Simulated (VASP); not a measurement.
Runs of VASP 6.6.1 on AgB2. Symmetry: P6/mmm, No. 191, hexagonal system. Conventional cell: a = 3.000 Å, b = 3.000 Å, c = 3.240 Å, α = 90.00°, β = 90.00°, γ = 120.00°. Ag (site symmetry 6/mmm) is surrounded by 12 B at 2.37 Å. Around B (site symmetry -6m2) lie 3 B at 1.73 Å. 

```csv
level,potentials or basis,gap on the mesh (eV),pressure (GPa),relaxed volume (Å³/atom)
revPBE,"VASP PAW PBE potentials, release 64 (Ag, B)",none,0.1,10.93
LDA,"VASP PAW LDA potentials, release 64 (Ag, B)",none,0.0,(a)
RPBE,"VASP PAW PBE potentials, release 64 (Ag, B)",none,0.1,11.01
PBEsol,"VASP PAW PBE potentials, release 64 (Ag, B)",none,0.0,10.32
optB88-vdW,"VASP PAW PBE potentials, release 64 (Ag, B)",none,0.1,(b)
r2SCAN,"VASP PAW PBE potentials, release 64 (Ag, B)",none,0.0,10.68
PW91,"VASP PAW PBE potentials, release 64 (Ag, B)",none,0.1,10.76
AM05,"VASP PAW PBE potentials, release 64 (Ag, B)",none,0.0,(c)
```

Alike in all rows: task relaxation of cell and atoms; no spin polarisation; cell relaxed; k mesh 10 × 10 × 8; cutoff (eV) 600; smearing fermi-dirac 0.05 eV.

**Question.** Estimate the missing entries.

**Answer.** (a) 10.05; (b) 10.80; (c) 10.28.

Caveats: the volume moved by over 15 % at a fixed basis, so the end points are rough; the PAW data sets were made with another functional, which shifts forces and pressure a little (some runs).

A k mesh can miss the band edges, and the runs leave out spin-orbit coupling on Ag.

A gap of «none» marks a metal or a gap under the smearing width.

Runs at the PBE level aren't shown here.
